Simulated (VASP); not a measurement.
```yaml
crystal:
  lattice:
    - [2.75365, 0.00000, 0.00000]
    - [-1.37682, 2.38473, 0.00000]
    - [0.00000, 0.00000, 6.75732]
  atoms:
    - { symbol: Cu, position: [0.33333, 0.66667, 0.04661] }
    - { symbol: Cu, position: [0.66667, 0.33333, 0.54661] }
    - { symbol: F, position: [0.33333, 0.66667, 0.32839] }
    - { symbol: F, position: [0.66667, 0.33333, 0.82839] }
```

Method: PBEsol GGA, VASP's PBE PAW potentials (set 64) (plane waves; VASP). Settings: 620 eV cut-off, 9×9×4 Γ-centred mesh, Gaussian smearing of 0.050 eV, potentials Cu F.

Predict the energy per atom (σ→0).

- energy per atom (σ→0) = -4.006 eV/atom

The absolute energy has meaning only against runs of the same code, potentials and settings.

The structure was generated: CuF was put into the wurtzite type (P6_3mc), which need not be its known phase. It was relaxed first, which changed the volume by +7 %.
